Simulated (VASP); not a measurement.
Data:

```xyz
5
Lattice="4.0826 0.0000 0.0000 0.0000 4.0826 0.0000 0.0000 0.0000 4.0826" Properties=species:S:1:pos:R:3 pbc="T T T"
K      0.0000     0.0000     0.0000
Zn     2.0413     2.0413     2.0413
F      2.0413     0.0000     2.0413
F      0.0000     2.0413     2.0413
F      2.0413     2.0413     0.0000
```

Computed with rev-vdW-DF2, VASP's PBE PAW potentials (set 64) (plane waves; VASP 6.6.1). Settings: 520 eV cut-off, Gaussian smearing of 0.050 eV, potentials K_sv Zn F.

Question: Give the energies of bands 9 to 22 at the high-symmetry points, in eV from the valence-band maximum.

Answer: 
| band | Γ | X | M | R |
|---|---|---|---|---|
| 9 | -3.93 | -3.79 | -5.12 | -5.12 |
| 10 | -3.93 | -3.79 | -4.40 | -5.12 |
| 11 | -3.38 | -3.76 | -3.81 | -4.19 |
| 12 | -3.38 | -3.76 | -3.81 | -4.19 |
| 13 | -3.38 | -3.37 | -3.48 | -4.19 |
| 14 | -3.05 | -3.05 | -2.47 | -1.82 |
| 15 | -3.05 | -2.69 | -2.18 | -1.82 |
| 16 | -1.90 | -2.10 | -2.18 | -1.82 |
| 17 | -1.90 | -1.86 | -2.00 | -1.34 |
| 18 | -1.90 | -1.86 | -1.68 | -1.34 |
| 19 | -1.70 | -1.59 | -1.68 | -1.34 |
| 20 | -1.70 | -1.59 | -1.36 | 0.00 |
| 21 | -1.70 | -1.57 | 0.00 | 0.00 |
| 22 | 3.73 | 6.44 | 7.92 | 8.46 |

The gap is indirect, 3.73 eV, from the valence maximum at R to the conduction minimum at Γ.

The compound is KZnF3 in the cubic perovskite structure. It was relaxed first.
